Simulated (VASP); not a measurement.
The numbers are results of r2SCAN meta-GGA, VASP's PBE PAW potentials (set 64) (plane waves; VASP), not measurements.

The input files of a VASP run:

File POSCAR:
```
AlN
1.0
  1.5528181091  -2.6895598541   0.0000000000
  1.5528181091   2.6895598541   0.0000000000
  0.0000000000   0.0000000000   4.9738494808
Al N
2 2
Cartesian
  1.5528181091  -0.8965217444   2.4872930957
  1.5528181091   0.8965217444   0.0003683553
  1.5528181091  -0.8965217444   4.3865668867
  1.5528181091   0.8965217444   1.8996421463
```

KPOINTS:
```
K-points
0
Gamma
10 10 6
0 0 0
```

INCAR:
```
# general
SYSTEM =AlN
PREC   =Accurate
ENCUT  =520   # plane-wave cut-off (eV)
LREAL  =F
LASPH  =T   # aspherical one-centre terms

# electronic loop
EDIFF  =1E-7   # SCF stop (eV)
NELM   =100
ALGO   =Normal   # blocked Davidson
LMIXTAU=T

# smearing
ISMEAR =0   # Gaussian
SIGMA  =0.05   # width (eV)

# functional
METAGGA=R2SCAN

# ions
IBRION =2
NSW    =30   # most ionic steps
ISIF   =4   # ions and shape, fixed volume
EDIFFG =-0.01   # ionic stop

# output
LWAVE  =F
LCHARG =F
```

POTCAR, in this order: Al N (PBE.64 set). Program: vasp_std.

Problem. What will the output report for the number of irreducible k-points (NKPTS), largest plane-wave count, number of space-group operations, FFT grid (NGX, NGY, NGZ)?

Solution. 
```yaml
number of irreducible k-points (NKPTS): 56
largest_plane_wave_count: 1132
number_of_space_group_operations: 12
FFT grid (NGX, NGY, NGZ): 24 × 24 × 40
```

The compound is AlN in the wurtzite structure. It was relaxed first.
